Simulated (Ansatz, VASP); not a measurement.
# BAsN2 (CuAu-ordered zincblende type (invented)): VASP beside Ansatz, part 2 of 2

Aim: how closely do two programs agree when they are given the same cell, functional and k mesh? The cell is generated by rule, not measured, and may not be a known phase. Of the first pair: The cell is taken from a series of runs on this material, whose earlier steps may have relaxed, scaled, displaced or heated it; both programs get it as it stands.

VASP 6.6.1 and Ansatz 0.2.0.

So far: Starting point; VASP: relaxation of cell and atoms, PBEsol, pair 1; Ansatz: relaxation of cell and atoms, PBEsol, pair 1; Comparison.

## 5. Ansatz: relaxation of cell and atoms, PBEsol, pair 2

Level of this step: Ansatz beside VASP: Kohn-Sham DFT, plane waves, PBEsol (Ansatz).

The relaxed volume is the usual yardstick between codes: in a stiff, nearly cubic crystal its relative difference is about their pressure difference at one cell divided by the bulk modulus. Its start cell is another than that of the pair before, and may be another structure of the material.

The two relaxations start from unlike cells of this crystal, so only their ends are compared.

Input file input.yaml:

```yaml
crystal:
  lattice:
    - [2.8659, 0.0, 0.0]
    - [0.0, 2.8659, 0.0]
    - [0.0, 0.0, 4.053]
  atoms:
    - { symbol: B, position: [0.0, 0.0, 0.0] }
    - { symbol: As, position: [0.5, 0.5, 0.5] }
    - { symbol: "N", position: [0.0, 0.5, 0.25] }
    - { symbol: "N", position: [0.5, 0.0, 0.75] }
kpoints:
  mp_grid: { grid: [8, 8, 6] }
hamiltonian:
  xc: pbesol
scf:
  occupations: { method: gaussian, width: 0.1 }
output:
  forces: true
  stress: true
  eigenvalues: true
relax:
  adjacent_minimum: "off"
  f_tol: 0.05
  max_steps: 80
  cell: { stress_tol: 0.5 }
```

The run is started by

```console
> ansatz run input.yaml --threads 2 --pin off --max-ram 5120MiB --backend cpu --events-out ev --progress --plain --runs-dir out
```

Numbers of over 12 decimals in the logs are rounded to 6 here.

Log:

```text
[...]
Crystal: 4 atoms, lattice volume = 33.289 Å³
Basis set: ecut = 420 eV, 657 PW (Γ), exchange–correlation on 40×40×60 points (8 copies of the dense FFT grid, shifted against one another)
Bands: 18, of which v1, the nominal top of the filled ones, is band 14 counted from 1 (13 counted from 0)
Symmetry: 8 space group operations
[...]
k-points: 60 of 384 (time reversal used)
[...]
--- Relaxed structure (12 steps of the walk, 12 accepted, 2 SCFs on fresh bases) ---
[...]
cell:  # Å, volume = 36.2726 Å³
    - [2.722947, 0, 0]
    - [0, 2.722947, 0.0]
    - [0, 0.0, 4.892150]
  atoms:
    - { symbol: B, position: [0, 0, 0] }
    - { symbol: As, position: [0.5, 0.5, 0.5] }
    - { symbol: N, position: [0, 0.5, 0.164648] }
    - { symbol: N, position: [0.5, 0, 0.835352] }
[key lines of the parts left out:]
SCF converged after 6 iterations
Free energy (F): -5721.663891 eV
Fermi energy:    12.273765 eV
P = ⅓ Tr σ = -0.0596 GPa (-0.596 kbar)
```

## 6. VASP: relaxation of cell and atoms, PBEsol, pair 2

Its own start cell and the same functional, mesh and smearing now go to VASP, with its own data sets.

Input file INCAR:

```
SYSTEM = BAsN2
PREC = Accurate
ENCUT = 600
EDIFF = 1E-07
NELM = 120
ISMEAR = 0
SIGMA = 0.1
LREAL = .FALSE.
ALGO = Normal
GGA = PS
NBANDS = 15
LORBIT = 11
LWAVE = .FALSE.
LCHARG = .FALSE.
ISIF = 3
IBRION = 2
NSW = 80
EDIFFG = -0.005
LASPH = .TRUE.
GGA_COMPAT = .FALSE.
NELMIN = 4
```

Input file POSCAR:

```
BAsN2
1.0
    2.7243025827      0.0000000000      0.0000000000
    0.0000000000      2.7243025827      0.0000000000
    0.0000000000      0.0000000000      4.8880551076
B As N
1 1 2
Direct
    0.0000000000      0.0000000000      0.0000000000
    0.5000000000      0.5000000000      0.5000000000
    0.0000000000      0.5000000000      0.1645352289
    0.5000000000      0.0000000000      0.8354647711
```

Input file KPOINTS:

```
Automatic mesh
0
Gamma
8 8 6
0 0 0
```

The projector-augmented-wave data sets are B, As and N (PBE family, release 64).

The run is started by

```console
> mpirun -np 1 vasp_std
```

Log:

```text
[banner, memory and clock lines left out]
running    1 mpi-ranks, on    1 nodes
[...]
[... a notice as in an earlier step ...]

 LDA part: xc-table for (Slater+PW92), standard interpolation
 POSCAR, INCAR and KPOINTS ok, starting setup
[...]
entering main loop
       N       E                     dE             d eps       ncg     rms          rms(c)
DAV:   1     0.655476337448E+02    0.65548E+02   -0.10170E+04  1800   0.128E+03
DAV:   2    -0.275232071289E+02   -0.93071E+02   -0.87944E+02  2382   0.252E+02
DAV:   3    -0.315801915926E+02   -0.40570E+01   -0.40227E+01  2388   0.567E+01
DAV:   4    -0.316020974564E+02   -0.21906E-01   -0.21900E-01  2101   0.428E+00
[...]
DAV:  13    -0.284120869573E+02    0.12098E-05   -0.49586E-06  2353   0.200E-02    0.326E-03
DAV:  14    -0.284120870760E+02   -0.11873E-06   -0.54937E-07  2052   0.645E-03    0.923E-04
DAV:  15    -0.284120870541E+02    0.21870E-07   -0.29543E-08  1327   0.153E-03
   1 F= -.28412087E+02 E0= -.28408149E+02  d E =-.284121E+02
[... from here on, the cycles between the ionic steps are left out ...]
   2 F= -.28412156E+02 E0= -.28408183E+02  d E =-.690275E-04
   3 F= -.28412172E+02 E0= -.28408209E+02  d E =-.849006E-04
   4 F= -.28412183E+02 E0= -.28408216E+02  d E =-.106030E-04
 trial-energy change:   -0.000011  1 .order   -0.000010   -0.000023    0.000002
 step:   0.8577(harm=  0.8577)  dis= 0.00025  next Energy=   -28.412182 (dE=-0.105E-04)
 reached required accuracy - stopping structural energy minimisation
```

Parts of OUTCAR (step 6):

```text
  Total        0.0020373      0.0020373      0.0009849      0.0000000      0.0000000      0.0000000
  in kB        0.0899007      0.0899007      0.0434598      0.0000000      0.0000000      0.0000000
  external PRESSURE =       0.0744204 kB  Pullay stress =       0.0000000 kB

 POSITION                                       TOTAL-FORCE (eV/Angst)
 -----------------------------------------------------------------------------------
      2.72355      0.00000      0.00000         0.000000     -0.000000      0.000000
      1.36177      1.36177      2.44741         0.000000      0.000000      0.000000
     -0.00000      1.36177      0.80510        -0.000000     -0.000000      0.001899
      1.36177      0.00000      4.08972         0.000000     -0.000000     -0.001899
 -----------------------------------------------------------------------------------
    total drift:                                0.000000      0.000000      0.000000

  FREE ENERGIE OF THE ION-ELECTRON SYSTEM (eV)
  ---------------------------------------------------
  free  energy   TOTEN  =       -28.4121825577 eV

  energy  without entropy=      -28.4042504347  energy(sigma->0) =      -28.40821650

[... 1 part as in an earlier step ...]

[... 3 further parts left out ...]
[key lines of the parts left out:]
E-fermi :   7.3012
```

## 7. Differences

What differs besides the data sets and the points named for the pairs above, as far as they apply: the data sets hold 28 valence electrons in Ansatz (on its default PAW (the set named soft_2) files) and 18 in VASP. Total energies have different zeros and are not compared.

Compared:

```
                                         quantity  Ansatz   VASP  difference
                                      volume (Å³)   36.27  36.31     -0.10 %
edge a after relaxation, in the typed setting (Å)   2.723  2.724     -0.02 %
edge c after relaxation, in the typed setting (Å)   4.892  4.895     -0.06 %
```

## 8. Results

```json
{"difference in volume (relaxation of cell and atoms, PBEsol, pair 1)": "-0.15 %", "difference in volume (relaxation of cell and atoms, PBEsol, pair 2)": "-0.099 %"}
```

What this shows: The difference in volume is -0.15 % (relaxation of cell and atoms, PBEsol, pair 1), within the 1.2 % picked in this series as the mark of a large difference, as far as the stopping tolerances let one tell. The data sets hold unlike numbers of valence electrons (28 in Ansatz and 18 in VASP), so part of the differences comes from the potentials. How closely two codes agree says nothing of how well the functional describes the real material.

[Lines on the potential files, build, host, timing and source positions are cut from VASP's logs without a mark.]

[Logs are printed without paths, hosts, clocks, repeated set-up lines and the standing remarks that a program may print on its own settings, such as how far it seeks lower states.]

[Hosts, paths, dates, database ids (printed as entryN), source tags and the programs' standing remarks are cut or masked in the printed files.]
